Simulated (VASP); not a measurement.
Level of theory: PBEsol GGA, VASP's PBE PAW potentials (set 64) (plane waves; VASP 6.6.1).

Input for VASP

### POSCAR
```
SrZn5
1.0
  5.4862900000   0.0000000000   0.0000000000
 -2.7431450000   4.7512670000   0.0000000000
  0.0000000000   0.0000000000   4.1985600000
Sr Zn
1 5
Direct
  0.0000000000   0.0000000000   0.0000000000
  0.6666670000   0.3333330000   0.0000000000
  0.3333330000   0.6666670000   0.0000000000
  0.5000000000   0.0000000000   0.5000000000
  0.5000000000   0.5000000000   0.5000000000
  0.0000000000   0.5000000000   0.5000000000
```

### KPOINTS
```
K-points
0
Gamma
  5 5 5
0 0 0
```

**INCAR**
```
SYSTEM  =  SrZn5
PREC  =  Accurate; ENCUT  =  300; LREAL  =  .FALSE.
LASPH  =  .TRUE.
EDIFF  =  1E-6; NELM  =  100; ALGO  =  Normal
LMAXMIX  =  4
ISMEAR  =  -1; SIGMA  =  0.1
GGA  =  PS
ISIF  =  2
LWAVE  =  .FALSE.; LCHARG  =  .FALSE.
```

POTCAR, in this order: Sr_sv Zn (PBE.64 set). Program: vasp_std.

What VASP printed:

File OSZICAR:
```
       N       E                     dE             d eps       ncg     rms          rms(c)
DAV:   1     0.411038131263E+03    0.41104E+03   -0.24467E+04  1260   0.163E+03
DAV:   2     0.198399210601E+02   -0.39120E+03   -0.38265E+03  1260   0.369E+02
DAV:   3    -0.113995137208E+02   -0.31239E+02   -0.30980E+02  1400   0.114E+02
DAV:   4    -0.121636315490E+02   -0.76412E+00   -0.76231E+00  1878   0.152E+01
DAV:   5    -0.121733415848E+02   -0.97100E-02   -0.97022E-02  1450   0.146E+00    0.256E+01
DAV:   6    -0.110764224755E+02    0.10969E+01   -0.70765E+00  1512   0.326E+01    0.127E+01
DAV:   7    -0.110256770574E+02    0.50745E-01   -0.75354E-01  1506   0.105E+01    0.381E+00
DAV:   8    -0.110092168732E+02    0.16460E-01   -0.81921E-02  1496   0.698E+00    0.780E-01
DAV:   9    -0.110072126514E+02    0.20042E-02   -0.21888E-02  1496   0.414E+00    0.291E-01
DAV:  10    -0.110075636864E+02   -0.35104E-03   -0.91268E-03  1448   0.113E+00    0.126E-01
DAV:  11    -0.110074156801E+02    0.14801E-03   -0.95105E-04  1774   0.311E-01    0.362E-02
DAV:  12    -0.110073972863E+02    0.18394E-04   -0.12935E-04  1606   0.223E-01    0.147E-02
DAV:  13    -0.110074072920E+02   -0.10006E-04   -0.90292E-05  1428   0.143E-01    0.142E-02
DAV:  14    -0.110074038105E+02    0.34815E-05   -0.15890E-05  1420   0.878E-02    0.547E-03
DAV:  15    -0.110074039812E+02   -0.17062E-06   -0.41795E-06  1154   0.310E-02
   1 F= -.11007404E+02 E0= -.10958065E+02  d E =-.986785E-01
```

**OUTCAR**
```
------------------------ aborting loop because EDIFF is reached ----------------------------------------
  FORCE on cell =-STRESS in cart. coord.  units (eV):
  Direction    XX          YY          ZZ          XY          YZ          ZX
  --------------------------------------------------------------------------------------
  Total       -0.7873285     -0.7873287     -0.7139100      0.0000000      0.0000000     -0.0000000
  in kB      -11.5259840    -11.5259863    -10.4511834      0.0000000      0.0000000     -0.0000000
  external PRESSURE =     -11.1677179 kB  Pullay stress =       0.0000000 kB
  volume of cell :      109.44
      direct lattice vectors                 reciprocal lattice vectors
     5.486290000  0.000000000  0.000000000     0.182272538  0.105235088  0.000000000
    -2.743145000  4.751267000  0.000000000     0.000000000  0.210470176  0.000000000
     0.000000000  0.000000000  4.198560000     0.000000000  0.000000000  0.238176899
 POSITION                                       TOTAL-FORCE (eV/Angst)
 -----------------------------------------------------------------------------------
      0.00000      0.00000      0.00000         0.000000      0.000000      0.000000
      2.74315      1.58375      0.00000        -0.000000     -0.000000      0.000000
     -0.00000      3.16751      0.00000         0.000000     -0.000000      0.000000
      2.74315      0.00000      2.09928         0.000000      0.000000      0.000000
      1.37157      2.37563      2.09928         0.000000      0.000000      0.000000
     -1.37157      2.37563      2.09928         0.000000      0.000000      0.000000
 -----------------------------------------------------------------------------------
    total drift:                               -0.000000      0.000000      0.000000
  FREE ENERGIE OF THE ION-ELECTRON SYSTEM (eV)
  ---------------------------------------------------
  free  energy   TOTEN  =       -11.0074039812 eV

  energy  without entropy=      -10.9087254381  energy(sigma->0) =      -10.95806471
```
(Selected blocks of OUTCAR.)

**OUTCAR**
```
 val. band max:        2.5496194433   @ k =   0.0000   0.0000   0.0000

 cond. band min:       2.6013246396   @ k =   0.2000   0.2000   0.2000


 Fermi energy:         2.5809929154

 k-point     1 :       0.0000    0.0000    0.0000
  band No.  band energies     occupation
      1     -32.2740      2.00000
      2     -14.4295      2.00000
      3     -14.4295      2.00000
      4     -14.2930      2.00000
      5      -6.6892      2.00000
      6      -5.2958      2.00000
      7      -5.1189      2.00000
      8      -5.1189      2.00000
      9      -5.0070      2.00000
     10      -5.0070      2.00000
     11      -4.9878      2.00000
     12      -4.8457      2.00000
     13      -4.8457      2.00000
     14      -4.7482      2.00000
     15      -4.7033      2.00000
     16      -4.6998      2.00000
     17      -4.6998      2.00000
     18      -4.5338      2.00000
     19      -4.5338      2.00000
     20      -4.4157      2.00000
     21      -4.4157      2.00000
     22      -4.3439      2.00000
     23      -4.3089      2.00000
     24      -4.2706      2.00000
     25      -4.2705      2.00000
     26      -4.1864      2.00000
     27      -4.1864      2.00000
     28      -3.9662      2.00000
     29      -3.8911      2.00000
     30      -3.8911      2.00000
     31      -0.9040      2.00000
     32       0.1765      2.00000
     33       0.1765      2.00000
     34       1.8640      1.99846
     35       2.5496      1.15570
     36       2.5496      1.15559
     37       2.7484      0.31565
     38       6.0211      0.00000
     39       7.0311      0.00000
     40       7.0311      0.00000
     41       8.0998      0.00000
     42       8.0998      0.00000

 k-point     2 :       0.2000    0.0000    0.0000
  band No.  band energies     occupation
      1     -32.2738      2.00000
      2     -14.4431      2.00000
      3     -14.4317      2.00000
      4     -14.2929      2.00000
      5      -6.4584      2.00000
      6      -5.2105      2.00000
...
```

At this cut-off the stress carries a Pulay error, which pulls relaxed volumes low.

The structure comes from a computed database's SrZn5 entry (P6/mmm); how it stands against other phases isn't given here. The cell was not relaxed at this level.
